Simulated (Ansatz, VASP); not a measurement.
## Cu (fcc) in two plane-wave programs

Aim: how closely do two programs agree when they are given the same cell, functional and k mesh? The two relaxations start from unlike cells of this crystal (the structure described is Ansatz's start), so only their ends are compared.

Method: plane waves, with VASP 6.6.1 beside it; relaxation of cell and atoms at r2SCAN, in Ansatz 0.2.0.

**1. The structure**

It takes space group Fm-3m (No. 225, cubic). Conventional cell: a = 3.615 Å, b = 3.615 Å, c = 3.615 Å, α = 90.00°, β = 90.00°, γ = 90.00°. Nearest to Cu lie 12 Cu at 2.56 Å.

**2. Ansatz: relaxation of cell and atoms, r2SCAN**

Ansatz runs on its default PAW (the set named soft_2) files.

The relaxed volume is the usual yardstick between codes: in a stiff, nearly cubic crystal its relative difference is about their pressure difference at one cell divided by the bulk modulus.

input.yaml

```yaml
crystal:
  lattice:
    - [0.0, 1.80748, 1.80748]
    - [1.80748, 0.0, 1.80748]
    - [1.80748, 1.80748, 0.0]
  atoms:
    - { symbol: Cu, position: [0.0, 0.0, 0.0] }
basis:
  ecutwfc: 500
  xc_grid: 2
hamiltonian:
  xc: r2scan
kpoints:
  mp_grid: { grid: [18, 18, 18] }
scf:
  occupations: { method: fermi_dirac, width: 0.05 }
  max_iter: 150
output:
  forces: true
  stress: true
relax:
  f_tol: 0.01
  max_steps: 60
  cell: {}
checkpoint:
  write: "../Cu.r2scan.run"
  compress: false
  write_wavefunctions: false
  write_every: 100000
```

The run is started by

```bash
$ ansatz run input.yaml --threads 8 --pin off --max-ram 13189MiB --backend cpu --events-out ev --progress --plain --runs-dir out
```

Numbers of over 12 decimals in the logs are rounded to 6 here.

The log of the run:

```text
Engine: ansatz 0.2.0, x86_64-unknown-linux-gnu
Pseudopotentials: kind: paw
Pseudopotential: Cu, paw, valence charge 19, recommended cutoff 500 eV (meta_gga), Cu.paw.azcp
Functional definition: r2SCAN
  parameter k0 = 0.174
  parameter k1 = 0.065
  parameter a1 = 4.9479
  exchange = r2scan_x(k0 = k0, k1 = k1, a1 = a1)
  correlation = r2scan_c
Crystal: 1 atoms, lattice volume = 11.810 Å³
Basis set: ecut = 500 eV, 307 PW (Γ), exchange–correlation on 40×40×40 points (8 copies of the dense FFT grid, shifted against one another)
Bands: 14, of which v1, the nominal top of the filled ones, is band 10 counted from 1 (9 counted from 0)
Symmetry: 48 space group operations
Space group: Fm-3m (ITA 225), of the structure as read, at distance tolerance 2.3e-5 Å
k-points: 195 of 5832
Non-local potential: Cu, projectors of the file, l = 0: 3, l = 1: 2, l = 2: 3, l = 3: 1
PAW form: soft (Blöchl's): semilocal exchange-correlation on the pseudo side does not see the compensation charge
PAW frozen core: Cu, regenerated for the run's functional (the file was generated under x = pbe(κ = 0.804, μ = 0.219515), c = pbe(β = 0.066725))
PAW one-centre angular grid: Cu, 590 points (default); XC on 160 Gauss nodes
Initial density: superposition of atomic densities (neutral atoms: chi_scale 0, normalization atom), corrected by the library's trained network
Initial wavefunctions: pseudopotential atomic-orbital guess
Functional: x = r2scan, c = r2scan; τ floored in thin density (d = 2e-4 eV/Å³)
SCF iter   1: F=—  HF=-6631.253305 eV  |F-HF|=—  |Δ(HF+E_count)|=         —  Δρ=4.10e-2  dr2=1.09e-1  dr2_τ=8.46e-4  ethr=1.77e-3  ⟨swp⟩=5.7  Hψ=13787  notcnv=0
preconditioner: auto → none  [metal: Δε(μ)=0.057 eV  Ē_g=17.984 eV  σ=0.050 eV  W_gap=0.27  n_scr=0 (ndim 8)  ℏωp=35.8 eV  f_vac=0.000  D(μ)=0.25/eV (n_scr^D=0)]
SCF iter   2: F=—  HF=-6631.267141 eV  |F-HF|=—  |Δ(HF+E_count)|=   1.38e-2  Δρ=4.17e-2  dr2=1.11e-1  dr2_τ=1.16e-3  ethr=5.74e-4  ⟨swp⟩=2.9  Hψ=6468  notcnv=0  defer=57
SCF iter   3: F=—  HF=-6631.233627 eV  |F-HF|=—  |Δ(HF+E_count)|=   3.35e-2  Δρ=2.87e-3  dr2=5.73e-4  dr2_τ=4.82e-6  ethr=5.74e-4  ⟨swp⟩=2.2  Hψ=4708  notcnv=0  defer=57
SCF iter   4: F=—  HF=-6631.233564 eV  |F-HF|=—  |Δ(HF+E_count)|=   6.32e-5  Δρ=1.02e-3  dr2=8.49e-5  dr2_τ=1.30e-6  ethr=3.02e-6  ⟨swp⟩=2.4  Hψ=4192  notcnv=0  defer=57
SCF iter   5: F=—  HF=-6631.233556 eV  |F-HF|=—  |Δ(HF+E_count)|=   7.47e-6  Δρ=1.67e-4  dr2=2.70e-6  dr2_τ=2.80e-8  ethr=4.47e-7  ⟨swp⟩=1.8  Hψ=3327  notcnv=0  defer=57
SCF iter   6: F=-6631.233560 eV  HF=-6631.233560 eV  |F-HF|=3.46e-8  |Δ(HF+E_count)|=   3.52e-6  Δρ=2.38e-5  dr2=4.45e-8  dr2_τ=6.24e-10  ethr=5.26e-10  ⟨swp⟩=3.0  Hψ=10642  notcnv=0
SCF 1 converged in 6 iterations: F = -6631.233560 eV  dr2 = 4.45e-8
  greatest PAW one-centre occupation: 1.000 electrons in one spin orbital (limit 2), on the Cu atom at site 0 (counted from 0), in its partial waves of l = 0
relax step   1: F+E_penalty+E_count = -6631.23355995 eV  Δ(F+E_penalty+E_count) = +0.000e0 eV  max|allowed force component| = 0.000e0 eV/Å  Δτ_max = 0.0000 Å  P = -4.698 GPa  Ω = 11.810 Å³  (6 SCF iters, dr2 threshold 1.00e-7 eV, accepted)
[...]
relax step   2: F+E_penalty+E_count = -6631.23785509 eV  Δ(F+E_penalty+E_count) = -4.295e-3 eV  max|allowed force component| = 0.000e0 eV/Å  Δτ_max = 0.0000 Å  P = -2.360 GPa  Ω = 11.621 Å³  energy of the carried Pulay correction = +9.985e-5 eV  (7 SCF iters, dr2 threshold 1.00e-7 eV, accepted)
[...]
relax step   3: F+E_penalty+E_count = -6631.23924893 eV  Δ(F+E_penalty+E_count) = -1.394e-3 eV  max|allowed force component| = 0.000e0 eV/Å  Δτ_max = 0.0000 Å  P = +0.159 GPa  Ω = 11.436 Å³  energy of the carried Pulay correction = +1.990e-4 eV  (7 SCF iters, dr2 threshold 1.00e-7 eV, accepted)
[...]
relax step   4: F+E_penalty+E_count = -6631.23924824 eV  Δ(F+E_penalty+E_count) = +6.917e-7 eV  max|allowed force component| = 0.000e0 eV/Å  Δτ_max = 0.0000 Å  P = -0.005 GPa  Ω = 11.447 Å³  energy of the carried Pulay correction = +1.927e-4 eV  (4 SCF iters, dr2 threshold 6.35e-8 eV, accepted)
[...]
relax step   5: F+E_penalty+E_count = -6631.23908635 eV  Δ(F+E_penalty+E_count) = +1.619e-4 eV  max|allowed force component| = 0.000e0 eV/Å  Δτ_max = 0.0000 Å  P = -0.030 GPa  Ω = 11.447 Å³  stress off target by 2.97e-2 GPa  SCF on the basis re-selected at this cell (its energy is not comparable with the rows above)  (5 SCF iters)
basis re-selected at this cell: Δ(F+E_penalty+E_count) = +1.619e-4 eV, ΔP = -0.025 GPa vs the last step (what re-selecting the basis moved, of the pressure what is left beyond the Pulay correction that the steps carried, after the strain that the cell walked since its last selection, with what the two solves' SCF thresholds leave and, on support functions, any second-order correction that the steps lacked; it is no measure of the basis error at this ecutwfc). This SCF's stress stands 2.97e-2 GPa from its target on what of the cell is left free (relax.cell.stress_tol is 5.00e-2 GPa) and its largest allowed force component is 0.00e0 eV/Å (relax.f_tol is 1.00e-2 eV/Å): [rest of the remark cut]
SCF converged after 5 iterations
Free energy (F): -6631.239086 eV
Harris-Foulkes:  -6631.239086 eV  (|F-HF|=2.46e-11)
Internal energy: -6631.236532 eV  (E = F + TS)
E sigma→0 (E₀):  -6631.237809 eV
Entropy (-TS):   -0.002554 eV (-2.554 meV/atom)
Fermi energy:    17.212520 eV
--- Per-component energies (eV) ---
  E_band       = -374.936007
  E_kinetic    = 300.030718
  E_local      = -4003.311859  (includes V_loc(G=0)·N_el)
  E_nonlocal   = 395.401004
  E_hartree    = 1769.989787
  E_xc         = -83.927326
  E_vxc        = -124.865992  (∫ρ·V_xc dr)
  E_paw        = -1678.146269  (= ΣΔE_a)
  E_vpaw       = -491.160460  (= ΣTr[D̂ρ^β])
  E_aug_tail   = 0.000154  (compensation charges beyond the density's cutoff)
  E_vtau       = 8.990920  (kinetic-family band-sum trace: ∫τ·v_τ [+ j·A + Jᵃ·Aᵃ] dr)
  E_ewald      = -3330.971633
  E_core_change = -0.301108  (= ΣΔE_core)
  E_smearing   = -0.002554  (= −TS)
  E_closure    = 0.000000  (closes the sum)
  Σ components = -6631.239086   (vs F -6631.239086, Δ=0.00e0)
--- Forces (eV/Å), atoms counted from 1 ---
  atom   1  Cu    -0.00000000    -0.00000000    -0.00000000
  max |Σ_I F_I| component: 9.86e-32 eV/Å
--- Stress (GPa, compression-positive) ---
       -0.029683      -0.000000       0.000000
       -0.000000      -0.029683      -0.000000
        0.000000      -0.000000      -0.029683
  P = ⅓ Tr σ = -0.0297 GPa (-0.297 kbar)
--- Relaxed structure (4 steps of the walk, 4 accepted, 1 SCFs on fresh bases) ---
  F+E_penalty+E_count = -6631.23908635 eV   max|allowed force component| = 0.000e0 eV/Å   (the final SCF, on the basis selected at the relaxed cell)
  cell:  # Å, volume = 11.4470 Å³
    - [0, 1.788769, 1.788769]
    - [1.788769, 0, 1.788769]
    - [1.788769, 1.788769, 0]
  atoms:
    - { symbol: Cu, position: [0.0, 0.0, 0.0] }
```

The column dr2 measures how far the density is from self-consistency, as an energy; F and HF (Harris–Foulkes) agree once it is small.

**3. VASP: relaxation of cell and atoms, r2SCAN**

Its own start cell and the same functional, mesh and smearing now go to VASP, with its own data sets.

Lines of VASP's logs that name or quote its potential files are left out, and so is its time.

INCAR

```
SYSTEM = Cu
PREC = Accurate
ENCUT = 660
EDIFF = 1E-07
NELM = 120
ISMEAR = -1
SIGMA = 0.05
LREAL = .FALSE.
ALGO = Normal
METAGGA = R2SCAN
LASPH = .TRUE.
NBANDS = 11
LORBIT = 11
LWAVE = .FALSE.
LCHARG = .FALSE.
ISIF = 3
IBRION = 2
NSW = 80
EDIFFG = -0.005
GGA_COMPAT = .FALSE.
NELMIN = 4
LMIXTAU = .TRUE.
```

POSCAR

```
Cu
1.0
    0.0000000000      1.7909179397      1.7909179397
    1.7909179397      0.0000000000      1.7909179397
    1.7909179397      1.7909179397      0.0000000000
Cu
1
Direct
    0.0000000000      0.0000000000      0.0000000000
```

KPOINTS

```
Automatic mesh
0
Gamma
18 18 18
0 0 0
```

Potentials, in the order of the species: Cu (PBE family, release 64).

The run is started by

```bash
$ mpirun -np 1 vasp_std
```

The log of the run:

```text
[banner, memory and clock lines left out]
running    1 mpi-ranks, on    1 nodes
 distrk:  each k-point on    1 cores,    1 groups
 distr:  one band on    1 cores,    1 groups

 POSCAR found type information on POSCAR Cu
 POSCAR found :  1 types and       1 ions
|                                                                             |
|               ----> ADVICE to this user running VASP <----                  |
|                                                                             |
|     You enforced a specific xc type in the INCAR file but a different       |
|     [... a line on the potential file left out ...]
|     I HOPE YOU KNOW WHAT YOU ARE DOING!                                     |
|                                                                             |

 LDA part: xc-table for (None), standard interpolation
 POSCAR, INCAR and KPOINTS ok, starting setup
 FFT: planning ... GRIDC
 FFT: planning ... GRID_SOFT
 FFT: planning ... GRID
 WAVECAR not read
 entering main loop
       N       E                     dE             d eps       ncg     rms          rms(c)
DAV:   1     0.396092754789E+02    0.39609E+02   -0.65431E+03  4628   0.208E+03
DAV:   2    -0.118781198172E+02   -0.51487E+02   -0.48136E+02  4392   0.236E+02
DAV:   3    -0.133623346756E+02   -0.14842E+01   -0.14720E+01  4897   0.475E+01
DAV:   4    -0.133735723620E+02   -0.11238E-01   -0.11236E-01  4780   0.364E+00
DAV:   5    -0.133737101720E+02   -0.13781E-03   -0.13781E-03  4970   0.404E-01    0.783E+00
DAV:   6    -0.114207275710E+02    0.19530E+01   -0.25039E+01  5028   0.108E+02    0.567E+00
DAV:   7    -0.108385416198E+02    0.58219E+00   -0.51766E+00  5112   0.460E+01    0.511E-01
DAV:   8    -0.108384381214E+02    0.10350E-03   -0.12016E-01  5222   0.719E+00    0.947E-01
DAV:   9    -0.108274154905E+02    0.11023E-01   -0.12828E-01  5150   0.736E+00    0.529E-02
DAV:  10    -0.108286034447E+02   -0.11880E-02   -0.21476E-03  5085   0.557E-01    0.113E-01
DAV:  11    -0.108285890726E+02    0.14372E-04   -0.60030E-04  6391   0.403E-01    0.362E-02
DAV:  12    -0.108286027277E+02   -0.13655E-04   -0.44390E-04  4857   0.380E-01    0.307E-02
DAV:  13    -0.108286036403E+02   -0.91261E-06   -0.10755E-04  5055   0.189E-01    0.101E-03
DAV:  14    -0.108286072013E+02   -0.35610E-05   -0.22224E-06  4415   0.182E-02    0.190E-03
DAV:  15    -0.108286072039E+02   -0.26191E-08   -0.10797E-06  5020   0.205E-02    0.379E-04
DAV:  16    -0.108286074634E+02   -0.25950E-06   -0.60437E-08  2992   0.299E-03    0.632E-04
DAV:  17    -0.108286073801E+02    0.83263E-07   -0.46176E-08  2334   0.361E-03
   1 F= -.10828607E+02 E0= -.10827382E+02  d E =-.108286E+02
 curvature:   0.00 expect dE= 0.000E+00 dE for cont linesearch  0.000E+00
 trial: gam= 0.00000 g(F)=  0.469E-63 g(S)=  0.787E-05 ort = 0.000E+00 (trialstep = 0.100E+01)
 search vector abs. value=  0.787E-05
 bond charge predicted
       N       E                     dE             d eps       ncg     rms          rms(c)
DAV:   1    -0.108288780446E+02   -0.27058E-03   -0.46867E-03  5088   0.159E+00    0.135E-01
DAV:   2    -0.108286614975E+02    0.21655E-03   -0.38827E-03  5058   0.123E+00    0.551E-02
DAV:   3    -0.108286028720E+02    0.58625E-04   -0.72431E-04  5172   0.525E-01    0.223E-02
DAV:   4    -0.108285999333E+02    0.29386E-05   -0.58415E-05  4932   0.993E-02    0.744E-03
DAV:   5    -0.108286033782E+02   -0.34449E-05   -0.11317E-05  4830   0.544E-02    0.398E-04
DAV:   6    -0.108286031118E+02    0.26646E-06   -0.19285E-07  3206   0.728E-03    0.670E-04
DAV:   7    -0.108286029381E+02    0.17373E-06   -0.40445E-08  2241   0.383E-03    0.437E-05
DAV:   8    -0.108286029437E+02   -0.56173E-08   -0.10150E-08  2202   0.146E-03
   2 F= -.10828603E+02 E0= -.10827376E+02  d E =0.443648E-05
 trial-energy change:    0.000004  1 .order   -0.000000   -0.000008    0.000007
 step:   0.5265(harm=  0.5265)  dis= 0.00000  next Energy=   -10.828609 (dE=-0.207E-05)
 bond charge predicted
       N       E                     dE             d eps       ncg     rms          rms(c)
DAV:   1    -0.108286651560E+02   -0.62218E-04   -0.10503E-03  5097   0.754E-01    0.638E-02
DAV:   2    -0.108286330199E+02    0.32136E-04   -0.86201E-04  5070   0.580E-01    0.259E-02
DAV:   3    -0.108286109513E+02    0.22069E-04   -0.16074E-04  5169   0.247E-01    0.106E-02
DAV:   4    -0.108286066272E+02    0.43241E-05   -0.13242E-05  4918   0.475E-02    0.355E-03
DAV:   5    -0.108286065077E+02    0.11954E-06   -0.25227E-06  4842   0.258E-02    0.178E-04
DAV:   6    -0.108286066518E+02   -0.14415E-06   -0.38277E-08  2433   0.323E-03    0.319E-04
DAV:   7    -0.108286067346E+02   -0.82751E-07   -0.94850E-09  2181   0.187E-03
   3 F= -.10828607E+02 E0= -.10827381E+02  d E =0.645568E-06
 curvature:  -0.26 expect dE=-0.152E-07 dE for cont linesearch -0.152E-07
 trial: gam= 0.00000 g(F)=  0.129E-62 g(S)=  0.577E-07 ort =-0.673E-06 (trialstep = 0.905E+00)
 search vector abs. value=  0.578E-07
 reached required accuracy - stopping structural energy minimisation
```

From OUTCAR (step 3):

```text
ion  position               nearest neighbor table
   1  0.000  0.000  0.000-

  LATTYP: Found a face centered cubic cell.
 ALAT       =     3.5818358794

 Subroutine GETGRP returns: Found 48 space group operations
 (whereof 48 operations were pure point group operations)

The static configuration has the point symmetry O_h .

 Found    195 irreducible k-points:

   k-points           NKPTS =    195   k-points in BZ     NKDIM =    195   number of bands    NBANDS=     11

   dimension x,y,z NGX =    24 NGY =   24 NGZ =   24
   dimension x,y,z NGXF=    48 NGYF=   48 NGZF=   48

   ENCUT  =  660.0 eV  48.51 Ry    6.96 a.u.   5.31  5.31  5.31*2*pi/ulx,y,z

   NELECT =      11.0000    total number of electrons

 k-points in reciprocal lattice and weights: Automatic mesh
   0.00000000  0.00000000  0.00000000       0.000
   0.05555556  0.00000000  0.00000000       0.001
   0.11111111  0.00000000  0.00000000       0.001
   0.16666667  0.00000000  0.00000000       0.001
   0.22222222  0.00000000  0.00000000       0.001
   0.27777778  0.00000000  0.00000000       0.001
   0.33333333  0.00000000  0.00000000       0.001
   0.38888889  0.00000000  0.00000000       0.001
   0.44444444  0.00000000  0.00000000       0.001
[...]
-0.27777778  0.44444444  0.22222222       0.004
  -0.27777778  0.50000000  0.22222222       0.002

 average (electrostatic) potential at core
       1 -69.0128

 E-fermi :   7.7200

 k-point     1 :       0.0000    0.0000    0.0000
  band No.  band energies     occupation
    ...
      2       4.5278      2.00000
      3       4.5278      2.00000
      4       4.5278      2.00000
      5       5.3808      2.00000
      6       5.3808      2.00000
      7      31.3651      0.00000
      8      34.6249      0.00000
      9      34.6249      0.00000
     10      34.6249      0.00000
     11      37.0374      0.00000

 k-point     2 :       0.0556    0.0000    0.0000
  band No.  band energies     occupation
    ...
      2       4.5016      2.00000
      3       4.5506      2.00000
      4       4.5506      2.00000
      5       5.3717      2.00000
      6       5.3717      2.00000
      7      30.7626      0.00000
      8      33.0727      0.00000
      9      34.2153      0.00000
     10      34.2153      0.00000
     11      37.6113      0.00000

 k-point     3 :       0.1111    0.0000    0.0000
  band No.  band energies     occupation
    ...
      2       4.4304      2.00000
      3       4.6093      2.00000
      4       4.6093      2.00000
      5       5.3532      2.00000
      6       5.3532      2.00000
      7      28.3762      0.00000
      8      32.2721      0.00000
      9      33.4925      0.00000
     10      33.4925      0.00000
     11      38.7624      0.00000

  Total        0.0006312      0.0006312      0.0006312     -0.0000000     -0.0000000      0.0000000
  in kB        0.0880823      0.0880823      0.0880823     -0.0000000     -0.0000000      0.0000000
  external PRESSURE =       0.0880823 kB  Pullay stress =       0.0000000 kB

  energy-cutoff  :      660.00
  volume of cell :       11.48
      direct lattice vectors                 reciprocal lattice vectors
     0.000000000  1.790582624  1.790582624    -0.279238720  0.279238720  0.279238720
     1.790582624  0.000000000  1.790582624     0.279238720 -0.279238720  0.279238720
     1.790582624  1.790582624 -0.000000000     0.279238720  0.279238720 -0.279238720

 POSITION                                       TOTAL-FORCE (eV/Angst)
 -----------------------------------------------------------------------------------
      0.00000      0.00000      0.00000         0.000000     -0.000000     -0.000000
 -----------------------------------------------------------------------------------
    total drift:                               -0.000000      0.000000      0.000000

  FREE ENERGIE OF THE ION-ELECTRON SYSTEM (eV)
  ---------------------------------------------------
  free  energy   TOTEN  =       -10.8286067346 eV

  energy  without entropy=      -10.8261546020  energy(sigma->0) =      -10.82738067

 reached required accuracy - stopping structural energy minimisation

 total charge
# of ion       s       p       d       tot
------------------------------------------
    1        0.467   0.419   9.197  10.083

[... 3 further parts left out ...]
```

CONTCAR:

```
Cu
   1.00000000000000
     0.0000000000000000    1.7905826240102249    1.7905826240102249
     1.7905826240102249    0.0000000000000000    1.7905826240102249
     1.7905826240102249    1.7905826240102249   -0.0000000000000000
  Cu
     1
Direct
     0.0000000000000000    0.0000000000000000    0.0000000000000000
```

**4. Side by side**

Known differences besides the potentials themselves: VASP keeps PBE cores, Ansatz makes them for the functional; the data sets hold 19 valence electrons in Ansatz (on its default PAW (the set named soft_2) files) and 11 in VASP; the cutoff is 500 eV in Ansatz and 660 eV in VASP; Ansatz adds a Pulay correction to the stress that steers its cell, VASP none. Total energies have different zeros and are not compared.

Compared:

```
                                         quantity  Ansatz   VASP  difference
                                      volume (Å³)   11.45  11.48     -0.30 %
edge a after relaxation, in the typed setting (Å)   2.530  2.532     -0.10 %
```

**5. What came out**

```json
{
  "difference in volume (relaxation of cell and atoms, r2SCAN)": "-0.30 %"
}
```

In words: The difference in volume is -0.30 % (relaxation of cell and atoms, r2SCAN), within the 1.2 % picked in this series as the mark of a large difference, as far as the stopping tolerances let one tell. The data sets hold unlike numbers of valence electrons (19 in Ansatz and 11 in VASP), so part of the differences comes from the potentials. Such differences can come from data sets, numerical settings and the points named under the comparisons, not from the functional's error against experiment.

[Lines on the potential files, build, host, timing and source positions are cut from VASP's logs without a mark.]

[Logs are printed without paths, hosts, clocks, repeated set-up lines and the standing remarks that a program may print on its own settings, such as how far it seeks lower states.]

[Hosts, paths, dates, database ids (printed as entryN), source tags and the programs' standing remarks are cut or masked in the printed files.]
